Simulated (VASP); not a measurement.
Here is the system:

```
CELL_PARAMETERS angstrom
      2.88556     0.00000     0.00000
      0.00000     2.88556     0.00000
      0.00000     0.00000     3.59360
ATOMIC_POSITIONS crystal
  Cu 0.00000 0.00000 0.00000
  Au 0.50000 0.50000 0.50000
```

Computed with TPSS meta-GGA, VASP's PBE PAW potentials (set 64) (plane waves; VASP 6.6.1). Run with 520 eV cut-off, 13×13×10 Γ-centred mesh, first-order Methfessel-Paxton smearing of 0.10 eV, potentials Cu Au.

Task: Give the stress tensor in GPa (positive for a compressed cell).

Result: 
```
-4.22   0.00   0.00
 0.00  -4.22   0.00
 0.00   0.00  -4.32
```
The pressure is its mean diagonal, -4.25 GPa.

The compound is CuAu in the L1_0 structure. This cell is one point of a volume scan, at 1.03 of the reference volume.
